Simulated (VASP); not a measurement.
A VASP calculation is set up with these files.

**KPOINTS**
```
Regular mesh
0
Gamma
  8 8 7
```

INCAR:
```
! general
SYSTEM =NbP
PREC   =Accurate
ENCUT  =400   ! plane-wave cut-off (eV)
LREAL  =.False.   ! projection in real space or not
LASPH  =.True.

! electronic loop
EDIFF  =1E-6
NELM   =100   ! most electronic steps
ALGO   =Normal
LMAXMIX=4   ! l cut-off of mixed one-centre charges

! smearing
ISMEAR =0
SIGMA  =0.05   ! width (eV)

! functional
GGA    =PE   ! PBE
IVDW   =12

! ions
ISIF   =2

! output
LWAVE  =.False.
LCHARG =.False.
```

POSCAR:
```
NbP
1
    3.3132730000     0.0000000000     0.0000000000
   -1.6566370000     2.8693790000     0.0000000000
    0.0000000000     0.0000000000     3.2335900000
Nb P
1 1
Direct
  0.0000000000   0.0000000000   0.0000000000
  0.6666670000   0.3333330000   0.5000000000
```

POTCAR, in this order: Nb_sv P (PBE.64 set). Program: vasp_std.

Question: Write an equivalent input for Quantum ESPRESSO's pw.x.

Answer: One equivalent input (not run):
```
&CONTROL
  calculation = 'scf'
  pseudo_dir = './pseudo'
  outdir = './out'
  tprnfor = .true.
  tstress = .true.
/
&SYSTEM
  ibrav = 0
  nat = 2
  ntyp = 2
  ecutwfc = 82
  occupations = 'smearing'
  smearing = 'gaussian'
  degauss = 0.003675
  input_dft = 'pbe'
  vdw_corr = 'grimme-d3'
  dftd3_version = 4
  dftd3_threebody = .false.
/
&ELECTRONS
  conv_thr = 7.3e-08
  electron_maxstep = 100
/
ATOMIC_SPECIES
  Nb 92.906 Nb.upf
  P 30.974 P.upf
CELL_PARAMETERS angstrom
     3.3132730    0.0000000    0.0000000
    -1.6566370    2.8693790    0.0000000
     0.0000000    0.0000000    3.2335900
ATOMIC_POSITIONS crystal
  Nb   0.0000000  0.0000000  0.0000000
  P    0.6666670  0.3333330  0.5000000
K_POINTS automatic
  8 8 7 0 0 0
```
The two are equivalent in intent, not identical: the potentials are each code's own (VASP's PAW set, PseudoDojo norm-conserving files in pw.x), so ENCUT and ecutwfc are chosen apart and not converted; conv_thr bounds pw.x's estimated SCF error, while EDIFF bounds the energy change between steps.

The structure was generated: NbP was put into the WC type (P-6m2), which need not be its known phase. The cell was not relaxed at this level. The run is one of a series of settings (IVDW = 12 against the base run), some of them coarse on purpose.
